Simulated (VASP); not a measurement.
The input files of a VASP run:

### POSCAR
```
GaN
1
    0.0000000000     2.2591379393     2.2591379393
    2.2591379393     0.0000000000     2.2591379393
    2.2591379393     2.2591379393    -0.0000000000
Ga N
1 1
Direct
  0.0000000000   0.0000000000   0.0000000000
  0.2500000000   0.2500000000   0.2500000000
```

**INCAR**
```
ALGO = Normal
EDIFF = 1E-7
ENCUT = 520
GGA = PE
ISIF = 2
ISMEAR = -5
IVDW = 12
LASPH = .TRUE.
LCHARG = .TRUE.
LMAXMIX = 4
LORBIT = 11
LREAL = .FALSE.
LWAVE = .FALSE.
NEDOS = 601
NELM = 100
PREC = Accurate
SYSTEM = GaN
```

File KPOINTS:
```
Automatic mesh
0
Gamma
11 11 11
0 0 0
```

POTCAR, in this order: Ga_d N (PBE.64 set). Program: vasp_std.

Task: Write an equivalent input for Quantum ESPRESSO's pw.x.

Result: One equivalent input (not run):
```
&CONTROL
  calculation = 'scf'
  pseudo_dir = './pseudo'
  outdir = './out'
  tprnfor = .true.
  tstress = .true.
/
&SYSTEM
  ibrav = 0
  nat = 2
  ntyp = 2
  ecutwfc = 84
  occupations = 'tetrahedra'
  input_dft = 'pbe'
  vdw_corr = 'grimme-d3'
  dftd3_version = 4
  dftd3_threebody = .false.
/
&ELECTRONS
  conv_thr = 7.3e-09
  electron_maxstep = 100
/
ATOMIC_SPECIES
  Ga 69.723 Ga.upf
  N 14.007 N.upf
CELL_PARAMETERS angstrom
     0.0000000    2.2591379    2.2591379
     2.2591379    0.0000000    2.2591379
     2.2591379    2.2591379   -0.0000000
ATOMIC_POSITIONS crystal
  Ga   0.0000000  0.0000000  0.0000000
  N    0.2500000  0.2500000  0.2500000
K_POINTS automatic
  11 11 11 0 0 0
```
The two are equivalent in intent, not identical: the potentials are each code's own (VASP's PAW set, PseudoDojo norm-conserving files in pw.x), so ENCUT and ecutwfc are chosen apart and not converted; conv_thr bounds pw.x's estimated SCF error, while EDIFF bounds the energy change between steps.

The compound is GaN in the zinc blende structure, a metastable form; wurtzite is the usual one. It was relaxed first.
